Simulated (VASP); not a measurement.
NaF (rock salt), at 0.96 of the tabulated volume:

```xyz
2
Lattice="0.0000 2.2837 2.2837 2.2837 0.0000 2.2837 2.2837 2.2837 0.0000" Properties=species:S:1:pos:R:3 pbc="T T T"
Na     0.0000     0.0000     0.0000
F      2.2837     2.2837     2.2837
```

The lowest empty band near Γ, direction [111], from PBE with spin-orbit coupling in VASP (PAW); its two spin partners are averaged. The gap over the points computed is 6.52 eV, and the next band on that side lies 12.75 eV away at the edge.

Settings: 520 eV cut-off, 11×11×11 Γ-centred mesh, Gaussian smearing of 0.050 eV, potentials Na_pv F.

| distance from the edge in k (1/Å) | distance in energy (meV) |
|---|---|
| 0.025 | 4.3 |
| 0.035 | 8.4 |
| 0.050 | 17.0 |
| 0.070 | 33.3 |

Question: Fit E(1 + αE) = ħ²k²/2m* (ħ²/2m0 = 3.810 eV Å²) and predict the row at 0.095 1/Å.

Answer: The rows don't resolve α, so a parabola serves: the electron mass is m* = 0.560 m0, and so 61.4 meV. The run gave 61.0 meV, -0.4 meV from the fit.

Left out are points under 3 meV from the edge, since the levels carry 0.1 meV, and points farther than half the way to the next band.

The compound is NaF in the rock salt structure. The cell was not relaxed at this level.
